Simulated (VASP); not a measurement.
The input files of a VASP run:

File KPOINTS:
```
Automatic
0
Gamma
 6 6 3
0 0 0
```

POSCAR:
```
CdI2
1
    2.1145555014    -3.6625178555     0.0000000000
    2.1145555014     3.6625178555     0.0000000000
    0.0000000000     0.0000000000     6.8671388051
Cd I
1 2
Direct
  1.0000000000   1.0000000000   0.0000000000
  0.3333330000   0.6666670000   0.2499034016
  0.6666670000   0.3333330000   0.7500965984
```

INCAR:
```
! general
SYSTEM  = CdI2
PREC    = Accurate
ENCUT   = 520
LREAL   = .FALSE.
LASPH   = .TRUE.

! electronic loop
EDIFF   = 1E-7
NELM    = 100
ALGO    = Normal
LMAXMIX = 4

! smearing
ISMEAR  = 0
SIGMA   = 0.05

! functional
GGA     = PE
IVDW    = 11

! ions
IBRION  = 2
NSW     = 30
ISIF    = 4
EDIFFG  = -0.01

! output
LWAVE   = .FALSE.
LCHARG  = .FALSE.
```

POTCAR, in this order: Cd I (PBE.64 set). Program: vasp_std.

Problem. Translate this PBE-D3 (zero damping) calculation to Quantum ESPRESSO's pw.x.

Solution. One equivalent input (not run):
```
&CONTROL
  calculation = 'vc-relax'
  pseudo_dir = './pseudo'
  outdir = './out'
  tprnfor = .true.
  tstress = .true.
  nstep = 30
  forc_conv_thr = 0.00039
/
&SYSTEM
  ibrav = 0
  nat = 3
  ntyp = 2
  ecutwfc = 102
  occupations = 'smearing'
  smearing = 'gaussian'
  degauss = 0.003675
  input_dft = 'pbe'
  vdw_corr = 'grimme-d3'
  dftd3_version = 3
  dftd3_threebody = .false.
/
&ELECTRONS
  conv_thr = 7.3e-09
  electron_maxstep = 100
/
&IONS
/
&CELL
  cell_dofree = 'shape'
/
ATOMIC_SPECIES
  Cd 112.414 Cd.upf
  I 126.904 I.upf
CELL_PARAMETERS angstrom
     2.1145555   -3.6625179    0.0000000
     2.1145555    3.6625179    0.0000000
     0.0000000    0.0000000    6.8671388
ATOMIC_POSITIONS crystal
  Cd   1.0000000  1.0000000  0.0000000
  I    0.3333330  0.6666670  0.2499034
  I    0.6666670  0.3333330  0.7500966
K_POINTS automatic
  6 6 3 0 0 0
```
Limits of the translation: the potentials are each code's own (VASP's PAW set, PseudoDojo norm-conserving files in pw.x), so ENCUT and ecutwfc are chosen apart and not converted; conv_thr bounds pw.x's estimated SCF error, while EDIFF bounds the energy change between steps; forc_conv_thr acts on force components and is met together with etot_conv_thr.

The compound is CdI2 in the 1T layered structure. This cell is one point of a volume scan, at 0.97 of the reference volume. Symmetry was kept, so distortions that lower it aren't found.
